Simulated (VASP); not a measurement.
The system is Li.

```
CELL_PARAMETERS angstrom
-1.75465 1.75465 1.75465
1.75465 -1.75465 1.75465
1.75465 1.75465 -1.75465
ATOMIC_POSITIONS crystal
Li 0.00000 0.00000 0.00000
```

* Program: VASP 6.6.1
* Task: relaxation of cell and atoms
* Functional: PBE
* Potentials or basis: VASP PAW PBE potentials, release 64 (Li_sv)
* Cutoff: 600 eV
* k mesh: 16 × 16 × 16
* Occupations: methfessel-paxton, width 0.1 eV
* Spin: no spin polarisation

At the start: pressure -0.9 GPa; volume 21.61 Å³/atom.

Problem. How do energy, volume and symmetry change on relaxing?

Solution. Over 5 steps the energy falls by 4.7 meV/atom and the volume is 20.07 Å³/atom (-7.1 %); space group Im-3m (No. 229, to 0.05 Å).

Step by step:
```
step  energy change (eV)  largest force (eV/Å)  pressure (GPa)  volume (Å³)
   1              0.0000                0.0000           -0.90        21.61
   2             -0.0019                0.0000           -0.71        21.23
   3             -0.0044                0.0000           -0.25        20.43
   4             -0.0016                0.0000            0.91        18.88
   5             -0.0047                0.0000           -0.03        20.07
```

Final structure:
```xyz
1
Lattice="-1.7120 1.7120 1.7120 1.7120 -1.7120 1.7120 1.7120 1.7120 -1.7120" Properties=species:S:1:pos:R:3 pbc="T T T"
Li    0.0000    0.0000    0.0000
```

Caveat: the cutoff is under 1.25 times the usual one of these potentials, so pressure, stress and relaxed cells hold a basis-set (Pulay) error.
